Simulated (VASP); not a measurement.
BPd4:

```xyz
5
Lattice="2.8920 0.0000 0.0000 0.0000 4.3650 0.0000 0.0000 0.0000 5.8563" Properties=species:S:1:pos:R:3 pbc="T T T"
Pd    1.4460    0.0000    1.1571
Pd    0.0000    0.0000    3.6278
Pd    0.0000    2.1825    1.9277
Pd    1.4460    2.1825    5.0807
B     1.4460    0.0000    5.0553
```

The cell comes from a database or a generator and needn't be the stable form of this composition.

Base run:

* Program: VASP 6.6.1
* Functional: AM05
* Potentials or basis: VASP PAW PBE potentials, release 64 (Pd, B)
* Cutoff: 520 eV
* k mesh: 7 × 5 × 4
* Occupations: fermi-dirac, width 0.05 eV
* Spin: no spin polarisation

Its results: pressure -8.8 GPa; largest force 0.157 eV/Å.

Task: After a change of settings the same cell gave: pressure 2.8 GPa; largest force 0.204 eV/Å. Which change was it?
A. functional from AM05 to RPBE
B. functional from AM05 to TPSS; further incar settings from ALGO = Fast; EDIFF = 1e-06; NBANDS = 30 to ALGO = Normal; EDIFF = 1e-06; NBANDS = 30
C. functional from AM05 to SCAN; further incar settings from ALGO = Fast; EDIFF = 1e-06; NBANDS = 30 to ALGO = Normal; EDIFF = 1e-06; NBANDS = 30
D. functional from AM05 to PBEsol

Result: A.

RPBE binds less tightly than AM05, so the same cell stands under more pressure.

Caveats: the PAW data sets were made with another functional, which shifts forces and pressure a little.

Not every run made on this cell is shown here.
